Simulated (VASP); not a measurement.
# CdBr2 (R-3m) in VASP: single point with LDA

Aim: the single point of CdBr2 with LDA.

Everything below comes from runs of VASP 6.6.1. Logs are shortened: lines on timing, memory, paths and dates and some standing lists are left out, and cuts for length are marked.

## Step 1: The crystal as given

It takes space group R-3m (No. 166, trigonal). Conventional cell: a = 3.950 Å, b = 3.950 Å, c = 18.670 Å, α = 90.00°, β = 90.00°, γ = 120.00°. Around Cd (site symmetry -3m) lie 6 Br at 2.76 Å. Br (site symmetry 3m) has 3 Cd at 2.76 Å as nearest neighbours.

## Step 2: Single point, LDA

Input file INCAR:

```
SYSTEM = CdBr2
PREC = Accurate ; ENCUT = 520
EDIFF = 1E-6 ; ISMEAR = 0
SIGMA = 0.1 ; LREAL = .False.
LASPH = .True. ; NELM = 60
ALGO = Fast ; ISIF = 2
LWAVE = .False. ; LCHARG = .False.
GGA = CA ; NBANDS = 20
```

Input file KPOINTS:

```
Automatic mesh
0
Gamma
  6 6 6
  0 0 0
```

Input file POSCAR:

```
CdBr2
1.0
    1.9749999253      1.1402667385      6.2233300000
   -1.9749999253      1.1402667385      6.2233300000
    0.0000000000     -2.2805334771      6.2233300000
Cd Br
1 2
Direct
    0.0000000000      0.0000000000      0.0000000000
    0.2500000000      0.2500000000      0.2500000000
    0.7500000000      0.7500000000      0.7500000000
```

Potentials or basis: VASP PAW LDA potentials, release 64 (Cd, Br).

On the command line:

```
cat potpaw_LDA.64/Cd/POTCAR potpaw_LDA.64/Br/POTCAR > POTCAR
mpirun -np 1 vasp_std > vasp.out
```

OUTCAR:

```text
SYSTEM = CdBr2
   PREC = Accurate
   ENCUT = 520
   EDIFF = 1E-6
   ISMEAR = 0
   LREAL = .False.
   LASPH = .True.
   NELM = 60
   ISIF = 2
   GGA = CA

 ion  position               nearest neighbor table
   1  0.000  0.000  0.000-   3 2.76   3 2.76   2 2.76   2 2.76   3 2.76   2 2.76
   2  0.250  0.250  0.250-   1 2.76   1 2.76   1 2.76
   3  0.750  0.750  0.750-   1 2.76   1 2.76   1 2.76

  LATTYP: Found a trigonal (rhomboedric) cell.
 ALAT       =     6.6280215169
 COS(alpha) =     0.8224190629

  Lattice vectors:

 A1 = (   1.9749999253,   1.1402667385,   6.2233300000)
 A2 = (  -1.9749999253,   1.1402667385,   6.2233300000)
 A3 = (   0.0000000000,  -2.2805334771,   6.2233300000)

Analysis of symmetry for initial positions (statically):
=====================================================================
 Subroutine PRICEL returns:
 Original cell was already a primitive cell.

 Routine SETGRP: Setting up the symmetry group for a
 trigonal (rhombohedral) supercell.

 Subroutine GETGRP returns: Found 12 space group operations
 (whereof 12 operations were pure point group operations)
 out of a pool of 12 trial point group operations.

The static configuration has the point symmetry D_3d.

Analysis of symmetry for dynamics (positions and initial velocities):
=====================================================================
 Subroutine PRICEL returns:
 Original cell was already a primitive cell.

 Routine SETGRP: Setting up the symmetry group for a
 trigonal (rhombohedral) supercell.

 Subroutine GETGRP returns: Found 12 space group operations
 (whereof 12 operations were pure point group operations)
 out of a pool of 12 trial point group operations.

The dynamic configuration has the point symmetry D_3d.

 Subroutine INISYM returns: Found 12 space group operations
 (whereof 12 operations are pure point group operations),
 and found     1 'primitive' translations

----------------------------------------------------------------------------------------

                                     Primitive cell

  volume of cell :      84.0906

  direct lattice vectors                    reciprocal lattice vectors
     1.974999925  1.140266739  6.223330000     0.253164567  0.146164631  0.053561893
    -1.974999925  1.140266739  6.223330000    -0.253164567  0.146164631  0.053561893
     0.000000000 -2.280533477  6.223330000     0.000000000 -0.292329261  0.053561893

  length of vectors
     6.628021517  6.628021517  6.628021517     0.297195682  0.297195682  0.297195682

  position of ions in fractional coordinates (direct lattice)
     0.000000000  0.000000000  0.000000000
     0.250000000  0.250000000  0.250000000
     0.750000000  0.750000000  0.750000000

  ion indices of the primitive-cell ions
   primitive index   ion index
                 1           1
                 2           2
                 3           3

----------------------------------------------------------------------------------------

 KPOINTS: Automatic mesh

Automatic generation of k-mesh.
 Grid dimensions read from file:
 generate k-points for:    6    6    6

 Generating k-lattice:

  Cartesian coordinates                     Fractional coordinates (reciprocal lattice)
     0.042194094  0.024360772  0.008926982     0.166666667  0.000000000 -0.000000000
    -0.042194094  0.024360772  0.008926982     0.000000000  0.166666667 -0.000000000
     0.000000000 -0.048721544  0.008926982     0.000000000  0.000000000  0.166666667

  Length of vectors
     0.049532614  0.049532614  0.049532614

  Shift w.r.t. Gamma in fractional coordinates (k-lattice)
     0.000000000  0.000000000  0.000000000

 Subroutine IBZKPT returns following result:
 ===========================================

 Found     32 irreducible k-points:

 Following reciprocal coordinates:
            Coordinates               Weight
  0.000000  0.000000  0.000000      1.000000
  0.166667 -0.000000 -0.000000      6.000000
  0.333333 -0.000000  0.000000      6.000000
  0.500000  0.000000  0.000000      3.000000
  0.166667  0.166667  0.000000      6.000000
  0.333333  0.166667  0.000000     12.000000
[... 16 lines left out ...]
  0.500000  0.500000  0.166667      6.000000
 -0.333333  0.500000  0.166667     12.000000
 [... further k-points ...]
   k-points           NKPTS =     32   k-points in BZ     NKDIM =     32   number of bands    NBANDS=     20
   number of dos      NEDOS =    301   number of ions     NIONS =      3
   total plane-waves  NPLWV = 125000
   dimension x,y,z NGX =    50 NGY =   50 NGZ =   50
   dimension x,y,z NGXF=   100 NGYF=  100 NGZF=  100
   ions per type =               1   2
   NGX,Y,Z   is equivalent  to a cutoff of  12.54, 12.54, 12.54 a.u.
   NGXF,Y,Z  is equivalent  to a cutoff of  25.08, 25.08, 25.08 a.u.
 SYSTEM =  CdBr2
   PREC   = accura    normal or accurate (medium, high low for compatibility)
   ISTART =      0    job   : 0-new  1-cont  2-samecut
   ICHARG =      2    charge: 1-file 2-atom 10-const
   ISPIN  =      1    spin polarized calculation?
   LNONCOLLINEAR =      F non collinear calculations
   LSORBIT =      F    spin-orbit coupling
   LASPH  =      T    aspherical Exc in radial PAW
   ENCUT  =  520.0 eV  38.22 Ry    6.18 a.u.  12.32 12.32 12.32*2*pi/ulx,y,z
   NELM   =     60;   NELMIN=  2; NELMDL= -5     # of ELM steps
   EDIFF  = 0.1E-05   stopping-criterion for ELM
   LREAL  =      F    real-space projection
   EDIFFG = 0.1E-04   stopping-criterion for IOM
   NSW    =      0    number of steps for IOM
   IBRION =     -1    ionic relax: 0-MD 1-quasi-New 2-CG
   NFREE  =      0    steps in history (QN), initial steepest desc. (CG)
   ISIF   =      2    stress and relaxation
   ISYM   =      2    0-nonsym 1-usesym 2-fastsym
   POTIM  = 0.5000    time-step for ionic-motion
   TEBEG  =    0.0;   TEEND  =   0.0 temperature during run
   PSTRESS=    0.0 pullay stress
   NELECT =      26.0000    total number of electrons
   NUPDOWN=      -1.0000    fix difference up-down
   EMIN   =  10.00;   EMAX   =-10.00  energy-range for DOS
   EFERMI =   0.00;   METHOD = LEGACY
   ISMEAR =     0;   SIGMA  =   0.10  broadening in eV -4-tet -1-fermi 0-gaus
   EFERMI_NEDOS =   21; number of points for ismear=-14 and -15
   IALGO  =     68    algorithm
   IMIX   =      4    mixing-type and parameters
     AMIX     =   0.40;   BMIX     =  1.00
     AMIX_MAG =   1.60;   BMIX_MAG =  1.00
  volume/ion in A,a.u.               =      28.03       189.16
  Fermi-wavevector in a.u.,A,eV,Ry     =   1.107006  2.091938 16.673434  1.225463
  Thomas-Fermi vector in A             =   2.243515
   LORBIT       =      0    0 simple, 1 ext, 2 COOP (PROOUT), +10 PAW based schemes
   GGA     = CA    functional components
   LHFCALC =     F    Hartree Fock is set to
   AEXX    =    0.0000 exact exchange contribution
   IVDW    =     0    specifies the selected vdW correction
   LEPSILON=     F    determine dielectric tensor
   LRPA    =     F    only Hartree local field effects (RPA)
 non-spin polarized calculation
 RMM-DIIS sequential band-by-band and
 Gauss-broadening in eV      SIGMA  =   0.10
  energy-cutoff  :      520.00
  volume of cell :       84.09
 maximum number of plane-waves:      2303
 NGX is ok and might be reduce to    50
   NGX = 25   NGY = 25   NGZ = 25

 number of electron      26.0000001 magnetization

 Free energy of the ion-electron system (eV)
  ---------------------------------------------------
  ext. energy  EPLUGINS =         0.00000000
  ---------------------------------------------------
  free energy    TOTEN  =        -8.26261612 eV

  energy without entropy =       -8.26261612  energy(sigma->0) =       -8.26261612

 E-fermi :   0.4886     XC(G=0):  -9.2931

 val. band max:        0.0161744818   @ k =  -0.1667   0.1667   0.0000
 cond. band min:       2.5856168407   @ k =   0.0000   0.0000   0.0000
 fundamental gap:      2.5694423588
 Fermi energy:         0.4885652002

 k-point     1 :       0.0000    0.0000    0.0000
  band No.  band energies     occupation
      1     -14.0044      2.00000
      2     -13.3324      2.00000
      3      -7.0840      2.00000
      4      -7.0840      2.00000
      5      -6.9504      2.00000
      6      -6.7502      2.00000
[... 12 lines left out ...]
     19      10.6181      0.00000
     20      10.6188      0.00000

 k-point     2 :       0.1667   -0.0000   -0.0000
  band No.  band energies     occupation
      1     -13.8813      2.00000
      2     -13.3259      2.00000
      3      -7.0468      2.00000
      4      -7.0232      2.00000
      5      -6.8856      2.00000
      6      -6.7698      2.00000
[... 12 lines left out ...]
     19      10.2918      0.00000
     20      10.9748      0.00000

 k-point     3 :       0.3333   -0.0000    0.0000
  band No.  band energies     occupation
      1     -13.6073      2.00000
      2     -13.3204      2.00000
      3      -7.0103      2.00000
      4      -6.9520      2.00000
      5      -6.8016      2.00000
      6      -6.7167      2.00000
[... 12 lines left out ...]
     19       9.2221      0.00000
     20      10.4441      0.00000

 k-point     4 :       0.5000    0.0000    0.0000
  band No.  band energies     occupation
      1     -13.4311      2.00000
      2     -13.3449      2.00000
      3      -7.0112      2.00000
      4      -6.9598      2.00000
      5      -6.8009      2.00000
      6      -6.6440      2.00000
[... 12 lines left out ...]
     19       9.7503      0.00000
     20      10.5960      0.00000

 k-point     5 :       0.1667    0.1667    0.0000
  band No.  band energies     occupation
      1     -13.8711      2.00000
      2     -13.3384      2.00000
      3      -7.0465      2.00000
      4      -7.0176      2.00000
      5      -6.8879      2.00000
      6      -6.7694      2.00000
[... 12 lines left out ...]
     19      10.2412      0.00000
     20      10.8825      0.00000
[... 353 lines left out ...]
      6      -6.7106      2.00000
[... 12 lines left out ...]
     19       9.8524      0.00000
     20      10.8527      0.00000

 k-point    22 :      -0.1667    0.3333    0.1667
  band No.  band energies     occupation
      1     -13.4501      2.00000
      2     -13.3266      2.00000
      3      -6.9773      2.00000
      4      -6.8950      2.00000
      5      -6.7682      2.00000
      6      -6.7049      2.00000
[... 12 lines left out ...]
     19       9.7178      0.00000
     20      10.6972      0.00000

 k-point    23 :       0.5000    0.5000    0.1667
  band No.  band energies     occupation
      1     -13.5233      2.00000
      2     -13.4080      2.00000
      3      -7.0062      2.00000
      4      -6.9487      2.00000
      5      -6.7852      2.00000
      6      -6.7373      2.00000
[... 12 lines left out ...]
     19       9.5057      0.00000
     20      10.8067      0.00000

 k-point    24 :      -0.3333    0.5000    0.1667
  band No.  band energies     occupation
      1     -13.3982      2.00000
      2     -13.3774      2.00000
      3      -6.9681      2.00000
      4      -6.8995      2.00000
      5      -6.7706      2.00000
      6      -6.7144      2.00000
[... 12 lines left out ...]
     19      10.0008      0.00000
     20      11.2589      0.00000

 [... further k-points ...]
[... 5 lines left out ...]
  --------------------------------------------------------------------------------------
  -------------------------------------------------------------------------------------
  Total       -0.5404431     -0.5404431     -0.5445006      0.0000000      0.0000000     -0.0000000
  in kB      -10.2970523    -10.2970523    -10.3743597      0.0000000      0.0000000     -0.0000000
  external PRESSURE =     -10.3228215 kB  Pullay stress =       0.0000000 kB

 VOLUME and BASIS-vectors are now :
 -----------------------------------------------------------------------------
  energy-cutoff  :      520.00
  volume of cell :       84.09
      direct lattice vectors                 reciprocal lattice vectors
     1.974999925  1.140266739  6.223330000     0.253164567  0.146164631  0.053561893
    -1.974999925  1.140266739  6.223330000    -0.253164567  0.146164631  0.053561893
     0.000000000 -2.280533477  6.223330000     0.000000000 -0.292329261  0.053561893

 POSITION                                       TOTAL-FORCE (eV/Angst)
 -----------------------------------------------------------------------------------
      0.00000      0.00000      0.00000         0.000000      0.000000      0.000000
      0.00000     -0.00000      4.66750        -0.000000     -0.000000      0.110548
      0.00000     -0.00000     14.00249        -0.000000      0.000000     -0.110548
 -----------------------------------------------------------------------------------
    total drift:                               -0.000000     -0.000000     -0.000000

  FREE ENERGIE OF THE ION-ELECTRON SYSTEM (eV)
  ---------------------------------------------------
  free  energy   TOTEN  =        -8.2626161181 eV

  energy  without entropy=       -8.2626161181  energy(sigma->0) =       -8.26261612
```

It took 2.2 min on 1 thread of Intel Xeon Platinum 8559C (Emerald Rapids), shared host; peak memory 0.28 GiB.

What came out:

| Quantity | Value |
| --- | --- |
| Free energy | -8.2626 eV |
| Pressure | -1.0 GPa |
| Largest force | 0.111 eV/Å |
| Band gap on the k mesh | 2.57 eV, indirect (least direct gap 2.76 eV) |

Forces in eV/Å, atoms in the order of the input:
```
Cd   0.000  0.000  0.000
Br   0.000  0.000  0.111
Br   0.000  0.000 -0.111
```

Caveat: the cell's inner coordinates are idealised or old, which leaves forces on the atoms. A k mesh can miss the band edges.
